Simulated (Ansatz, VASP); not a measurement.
# Cross-check of ZrB2 between VASP and Ansatz, part 2 of 2

Aim: how closely do two programs agree when they are given the same cell, functional and k mesh? The cell is taken from a series of runs on this material, whose earlier steps may have relaxed, scaled, displaced or heated it; both programs get it as it stands.

VASP 6.6.1 and Ansatz 0.2.0.

So far: Set-up; VASP: zone-centre phonons, PBE with D3(BJ).

**3. Ansatz: zone-centre phonons, PBE with D3(BJ)**

Level of this step: Ansatz beside VASP: Kohn-Sham DFT, plane waves, PBE with D3(BJ) (Ansatz).

Ansatz runs on its default PAW (the set named soft_2) files.

The same cell, functional, mesh and smearing now go to Ansatz, which takes its cutoff from its data sets.

File input.yaml:

```yaml
crystal:
  lattice:
    - [3.1451207323, 0.0, 0.0]
    - [-1.5725603661, 2.7237544522, 0.0]
    - [0.0, 0.0, 3.5084985296]
  atoms:
    - { symbol: Zr, position: [0.0, 0.0, 0.0] }
    - { symbol: B, position: [0.3333333333, 0.6666666667, 0.5] }
    - { symbol: B, position: [0.6666666667, 0.3333333333, 0.5] }
kpoints:
  mp_grid: { grid: [18, 18, 14] }
hamiltonian:
  xc: pbe
  dispersion: d3bj
scf:
  occupations: { method: methfessel_paxton, width: 0.2 }
output:
  eigenvalues: true
phonons:
  method: dfpt
```

Started as:

```sh
$ ansatz run input.yaml --threads 8 --pin off --max-ram 14336MiB --backend cpu --events-out ev --progress --plain --runs-dir out
```

Numbers of over 12 decimals in the logs are rounded to 6 here.

What it wrote:

```text
zone centre: on kpoints.mp_grid the ground state, and the responses unless they are solved on pairs of k-points, stand on 728 of the mesh's 4536 k-points, reduced under 4 symmetry operations, with k and −k counted as one. Each operation leaves every solved displacement unchanged or reverses it
Engine: ansatz 0.2.0, x86_64-unknown-linux-gnu
Pseudopotentials: kind: paw
Pseudopotential: Zr, paw, valence charge 12, recommended cutoff 420 eV (normal), Zr.paw.azcp
Pseudopotential: B, paw, valence charge 3, recommended cutoff 420 eV (normal), B.paw.azcp
Functional definition: PBE
  parameter kappa = 0.804
  parameter beta = 0.066725
  exchange = pbe_x(kappa = kappa, mu = beta*pi^2/3)
  correlation = pbe_c(beta = beta)
Crystal: 3 atoms, lattice volume = 30.056 Å³
Basis set: ecut = 420 eV, 563 PW (Γ), exchange–correlation on 48×48×48 points (8 copies of the dense FFT grid, shifted against one another)
Bands: 13, of which v1, the nominal top of the filled ones, is band 9 counted from 1 (8 counted from 0)
Symmetry: 24 space group operations
k-points: 728 of 4536 (irreducible under 4 space group operations, time reversal used)
Non-local potential: Zr, projectors of the file, l = 0: 3, l = 1: 2, l = 2: 2, l = 3: 2
Non-local potential: B, projectors of the file, l = 0: 2, l = 1: 2, l = 2: 1
PAW form: soft (Blöchl's): semilocal exchange-correlation on the pseudo side does not see the compensation charge
PAW one-centre angular grid: Zr, 590 points (default); XC on 64 Gauss nodes
PAW one-centre angular grid: B, 110 points (default); XC on 64 Gauss nodes
Initial density: superposition of atomic densities (neutral atoms: chi_scale 0, normalization atom), corrected by the library's trained network
Initial wavefunctions: pseudopotential atomic-orbital guess
Functional: x = pbe(κ = 0.804, μ = 0.219515), c = pbe(β = 0.066725)
SCF iter   1: F=—  HF=-4499.902538 eV  |F-HF|=—  |Δ(HF+E_count)|=         —  Δρ=1.41e-3  dr2=5.03e-4  ethr=1.77e-3  ⟨swp⟩=4.9  Hψ=45703  notcnv=0
preconditioner: auto → none  [metal: Δε(μ)=0.036 eV  Ē_g=8.994 eV  σ=0.200 eV  W_gap=0.15  n_scr=8 (ndim 8)  ℏωp=21.4 eV  f_vac=0.000  D(μ)=0.33/eV (n_scr^D=0)  sad-step TF]
SCF iter   2: F=—  HF=-4499.902481 eV  |F-HF|=—  |Δ(HF+E_count)|=   5.67e-5  S|Δr|=    0.00e0  Δρ=8.52e-4  dr2=2.65e-4  ethr=2.80e-6  ⟨swp⟩=2.1  Hψ=20364  notcnv=0
SCF iter   3: F=—  HF=-4499.902470 eV  |F-HF|=—  |Δ(HF+E_count)|=   1.16e-5  S|Δr|=    0.00e0  Δρ=3.60e-4  dr2=3.25e-5  ethr=1.47e-6  ⟨swp⟩=2.0  Hψ=13147  notcnv=0
SCF iter   4: F=—  HF=-4499.902458 eV  |F-HF|=—  |Δ(HF+E_count)|=   1.18e-5  S|Δr|=    0.00e0  Δρ=1.16e-4  dr2=2.30e-6  ethr=1.81e-7  ⟨swp⟩=3.0  Hψ=16123  notcnv=0
SCF iter   5: F=—  HF=-4499.902458 eV  |F-HF|=—  |Δ(HF+E_count)|=   1.37e-7  S|Δr|=    0.00e0  Δρ=6.95e-5  dr2=1.01e-6  ethr=1.28e-8  ⟨swp⟩=2.0  Hψ=16070  notcnv=0
SCF iter   6: F=—  HF=-4499.902457 eV  |F-HF|=—  |Δ(HF+E_count)|=   3.63e-7  S|Δr|=    0.00e0  Δρ=2.53e-5  dr2=1.30e-7  ethr=5.58e-9  ⟨swp⟩=2.7  Hψ=15958  notcnv=0
SCF iter   7: F=—  HF=-4499.902457 eV  |F-HF|=—  |Δ(HF+E_count)|=   4.87e-8  S|Δr|=    0.00e0  Δρ=7.01e-6  dr2=9.19e-9  ethr=7.20e-10  ⟨swp⟩=2.2  Hψ=15524  notcnv=0
SCF iter   8: F=—  HF=-4499.902457 eV  |F-HF|=—  |Δ(HF+E_count)|=   3.67e-9  S|Δr|=    0.00e0  Δρ=8.55e-7  dr2=1.31e-10  ethr=5.11e-11  ⟨swp⟩=2.0  Hψ=15868  notcnv=0
SCF iter   9: F=-4499.902457 eV  HF=-4499.902457 eV  |F-HF|=1.82e-12  |Δ(HF+E_count)|=  5.37e-11  S|Δr|=    0.00e0  Δρ=7.95e-8  dr2=1.17e-12  ethr=1.00e-12  ⟨swp⟩=3.9  Hψ=44452  notcnv=0
SCF 1 converged in 9 iterations: F = -4499.902457 eV  dr2 = 1.17e-12
  greatest PAW one-centre occupation: 0.996 electrons in one spin orbital (limit 2), on the Zr atom at site 0 (counted from 0), in its partial waves of l = 0
DFPT response loops at Γ: preconditioner auto → Kerker (q_TF=auto, 2.505 Å⁻¹) (partly filled bands, converged f_vac=0.000); β = 1.00, the filter's whole step (`scf.mixing.beta` (0.50) is not read by the response loops under this deck's `scf.mixing.preconditioner`; to damp them name `kerker` or `kerker_dos`, under which they read `scf.mixing.beta`, and type it under 1.00, their step now; both keys bind the ground state too); Broyden in place of MSR1
SCF converged after 9 iterations
Stability not checked: this state was not tested for a lower state beside it, because cold or Methfessel-Paxton smearing, or corrected tetrahedra, fill the levels in a way that the test cannot read (fill_not_monotonic; see scf.lower_state_search)
Free energy (F): -4499.902457 eV
Harris-Foulkes:  -4499.902457 eV  (|F-HF|=1.82e-12)
Internal energy: -4499.901890 eV  (E = F + TS)
E sigma→0 (E₀):  -4499.902315 eV
Entropy (-TS):   -0.000567 eV (-0.189 meV/atom)
Fermi energy:    16.236466 eV
--- Per-component energies (eV) ---
  E_band       = -18.401483
  E_kinetic    = 437.354734
  E_local      = -545.113288  (includes V_loc(G=0)·N_el)
  E_nonlocal   = 100.731015
  E_hartree    = 173.153040
  E_xc         = -229.654972
  E_vxc        = -272.275003  (∫ρ·V_xc dr)
  E_paw        = -3111.009625  (= ΣΔE_a)
  E_vpaw       = -85.405016  (= ΣTr[D̂ρ^β])
  E_aug_tail   = 0.000018  (compensation charges beyond the density's cutoff)
  E_ewald      = -1324.165121
  E_disp       = -1.197692  (pairwise vdW)
  E_smearing   = -0.000567  (= −TS)
  E_closure    = -0.000000  (closes the sum)
  Σ components = -4499.902457   (vs F -4499.902457, Δ=0.00e0)
--- Band table (eV; the first three rows and the last of 728) ---
  k-point 0: bands = [... 5 lower, 13.5003, 13.5003, 13.5343, 13.8270, 19.6724, 19.6724, 20.4527, 20.4527]
  k-point 1: bands = [... 5 lower, 12.9077, 13.5492, 13.5492, 14.4297, 19.2239, 19.2239, 20.2885, 20.2885]
  k-point 2: bands = [... 5 lower, 12.1302, 13.6947, 13.6947, 15.1489, 18.4846, 18.4846, 19.8412, 19.8412]
  k-point 727: bands = [... 5 lower, 8.8039, 11.4035, 12.8380, 13.5023, 19.8836, 21.3153, 21.5785, 22.5401]
--- Phonons (Γ-DFPT): 4 representative perturbations + reference, on 728 of 4536 k-points (Σ response iterations 12) ---
  k mesh reduced under 4 symmetry operations, with k and −k counted as one. Each operation leaves every solved displacement unchanged or reverses it
  ASR residual: 1.029e-4 → 0.000e0 eV/Å²; symmetrization residual: 5.941e-7 eV/Å²
  pairwise dispersion correction: d3bj (s6 = 1.0, s8 = 0.7875, a1 = 0.4289, a2_bohr = 4.4407), with the weights of each atom's references fixed at the reference crystal's, and the forces and stress that the weights' published response gives there kept as a pressure on the atom's counted neighbours (hamiltonian.dispersion)
  ASR residual per site (eV/Å²): 1.03e-4 8.30e-6 8.30e-6
  Γ frequencies (cm⁻¹): 0.00 0.00 0.00 464.39 464.39 489.93 564.55 792.69 792.69
  non-analytic LO–TO correction: not included (Born effective charges unavailable; polar crystals: no LO–TO splitting at Γ)
```

In the SCF lines HF is the Harris–Foulkes energy and dr2 the Hartree energy of the density residual, in eV; the loop may stop once dr2 is under the threshold and the program's other checks hold. Hψ counts applications of the Hamiltonian.

**4. Comparison**

Known differences besides the potentials themselves: the cutoff is 420 eV in Ansatz and 500 eV in VASP; Ansatz takes the dispersion share of the force constants at frozen C6 weights, VASP differentiates the full forces; VASP uses finite displacements, Ansatz perturbation theory. Total energies have different zeros and are not compared.

Both answers:

| quantity | Ansatz | VASP | difference |
| --- | --- | --- | --- |
| optical mode 1 to 2 (cm⁻¹) | 464.4 | 464.9 | -0.11 % |
| optical mode 3 (cm⁻¹) | 489.9 | 491.3 | -0.27 % |
| optical mode 4 (cm⁻¹) | 564.5 | 565.3 | -0.12 % |
| optical mode 5 to 6 (cm⁻¹) | 792.7 | 794.4 | -0.21 % |

Modes are paired by rising frequency, not by their patterns, so a pair may set unlike modes beside each other; they are those without the splitting of longitudinal modes.

**5. Summary of results**

- r.m.s. difference of the optical zone-centre modes, each program's sorted by frequency (zone-centre phonons, PBE with D3(BJ)): 1.2 cm⁻¹

The r.m.s. difference of the optical zone-centre modes, each program's sorted by frequency is 1.2 cm⁻¹ (zone-centre phonons, PBE with D3(BJ)). Such differences can come from data sets, numerical settings and the points named under the comparisons, not from the functional's error against experiment.

[Lines on the potential files, build, host, timing and source positions are cut from VASP's logs without a mark.]

[Logs are printed without paths, hosts, clocks, repeated set-up lines and the standing remarks that a program may print on its own settings, such as how far it seeks lower states.]

[Hosts, paths, dates, database ids (printed as entryN), source tags and the programs' standing remarks are cut or masked in the printed files.]
